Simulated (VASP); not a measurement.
Here is the system:

```yaml
crystal:
  lattice:
    - [2.03465, -3.52411, 0.00000]
    - [2.03465, 3.52411, 0.00000]
    - [0.00000, 0.00000, 6.60873]
  atoms:
    - { symbol: Cd, position: [0.66667, 0.33333, 0.49998] }
    - { symbol: Cd, position: [0.33333, 0.66667, 0.99998] }
    - { symbol: S, position: [0.66667, 0.33333, 0.87702] }
    - { symbol: S, position: [0.33333, 0.66667, 0.37702] }
```

The numbers are results of r2SCAN+rVV10, VASP's PBE PAW potentials (set 64) (plane waves; VASP), not measurements. Numerical set-up: 520 eV cut-off, 6×6×4 Γ-centred mesh, Gaussian smearing of 0.050 eV, potentials Cd S.

Question: Predict the energy per atom (σ→0), pressure, band gap (on the k-mesh) with the smallest direct gap where there is one.

Answer: 
The band gap (on the k-mesh) is 1.74 eV. The smallest direct gap (on the k-mesh) is 1.74 eV and the energy per atom (σ→0) is -14.541 eV/atom. The pressure comes out as 4.46 GPa.

The absolute energy has meaning only against runs of the same code, potentials and settings.

The compound is CdS in the wurtzite structure. This cell is one point of a volume scan, at 0.94 of the reference volume.
